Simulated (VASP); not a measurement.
Data:

```
In
1.0
   -1.62500     1.62500     2.47500
    1.62500    -1.62500     2.47500
    1.62500     1.62500    -2.47500
In
1
Direct
  0.00000   0.00000   0.00000
```

These are LDA (Ceperley-Alder, Perdew-Zunger), VASP's LDA PAW potentials (set 64) (plane waves; VASP) values and carry that method's errors. Run with 520 eV cut-off, 14×14×14 Γ-centred mesh, first-order Methfessel-Paxton smearing of 0.10 eV, potentials In_d.

Energy and stress use the plane-wave basis of the starting cell.

**Question.** The ions, cell shape and volume are relaxed. Which structure does the run end with?

**Answer.** 
```
In
1.0
   -1.58447     1.58447     2.44870
    1.58447    -1.58447     2.44870
    1.58447     1.58447    -2.44870
In
1
Direct
  0.00000   0.00000   0.00000
```
Space group I4/mmm (139), at a tolerance of 0.03 Å.

**Question.** How do energy and volume change from the first to the last step?

**Answer.** The energy (σ→0) changes by -14.4 meV/atom and the volume by -5.9 %, in 7 ionic steps.

The compound is In in the bct structure. This run relaxes it. Symmetry was kept, so distortions that lower it aren't found.
